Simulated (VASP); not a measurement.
Given:

```
Zr
1.0
    1.60575    -2.78124     0.00000
    1.60575     2.78124     0.00000
    0.00000     0.00000     5.09906
Zr
2
Direct
  0.33333   0.66667   0.25000
  0.66667   0.33333   0.75000
```

Level of theory: r2SCAN meta-GGA, VASP's PBE PAW potentials (set 64) (plane waves; VASP). Run with 480 eV cut-off, 12×12×8 Γ-centred mesh, first-order Methfessel-Paxton smearing of 0.10 eV, potentials Zr_sv.

Problem. Estimate the energy per atom (σ→0), pressure, band gap (on the k-mesh) with the smallest direct gap where there is one.

Solution. 
The band gap (on the k-mesh) is none (metal, semimetal or under 0.01 eV) and the energy per atom (σ→0) is -22.744 eV/atom. The pressure comes out as 3.22 GPa.

The compound is Zr in the hcp structure. This cell was strained or had an atom moved on purpose.
